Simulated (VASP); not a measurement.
An input for Quantum ESPRESSO's pw.x (written as the equivalent of a VASP run, and not itself run):

```
&CONTROL
  calculation = 'vc-relax'
  pseudo_dir = './pseudo'
  outdir = './out'
  tprnfor = .true.
  tstress = .true.
  nstep = 60
  forc_conv_thr = 0.00078
/
&SYSTEM
  ibrav = 0
  nat = 4
  ntyp = 2
  ecutwfc = 84
  occupations = 'smearing'
  smearing = 'gaussian'
  degauss = 0.003675
  input_dft = 'pbesol'
/
&ELECTRONS
  conv_thr = 7.3e-08
  electron_maxstep = 100
/
&IONS
/
&CELL
/
ATOMIC_SPECIES
  Sn 118.710 Sn.upf
  O 15.999 O.upf
CELL_PARAMETERS angstrom
     3.7555286    0.0000000    0.0000000
    -1.8777643    3.2523833   -0.0000000
     0.0000000    0.0000000    6.2582731
ATOMIC_POSITIONS crystal
  Sn   0.3333330  0.6666670  0.0024632
  Sn   0.6666670  0.3333330  0.5024632
  O    0.3333330  0.6666670  0.3725368
  O    0.6666670  0.3333330  0.8725368
K_POINTS automatic
  6 6 3 0 0 0
```

**Question.** Translate this input to VASP (INCAR, KPOINTS, POSCAR, choice of POTCAR).

**Answer.** This is not unique; one that fits is 
**POSCAR**
```
SnO
1
    3.7555286184     0.0000000000     0.0000000000
   -1.8777643092     3.2523832660    -0.0000000000
    0.0000000000     0.0000000000     6.2582730841
Sn O
2 2
Direct
  0.3333330000   0.6666670000   0.0024631683
  0.6666670000   0.3333330000   0.5024631683
  0.3333330000   0.6666670000   0.3725368317
  0.6666670000   0.3333330000   0.8725368317
```

### KPOINTS
```
Regular mesh
0
G
 6 6 3
0 0 0
```

**INCAR**
```
ALGO=Normal
EDIFF=1E-6
EDIFFG=-0.02
ENCUT=520
GGA=PS
IBRION=2
ISIF=3
ISMEAR=0
LASPH=.TRUE.
LCHARG=.FALSE.
LMAXMIX=4
LREAL=.FALSE.
LWAVE=.FALSE.
NELM=100
NSW=60
PREC=Accurate
SIGMA=0.05
SYSTEM=SnO
```

POTCAR, in this order: Sn_d O (PBE.64 set). Program: vasp_std.

The two are equivalent in intent, not identical: the potentials are each code's own (VASP's PAW set, PseudoDojo norm-conserving files in pw.x), so ENCUT and ecutwfc are chosen apart and not converted; conv_thr bounds pw.x's estimated SCF error, while EDIFF bounds the energy change between steps; forc_conv_thr acts on force components and is met together with etot_conv_thr.

The structure was generated: SnO was put into the wurtzite type (P6_3mc), which need not be its known phase. This run relaxes it. Symmetry was kept, so distortions that lower it aren't found. The start is the result of an earlier pass.
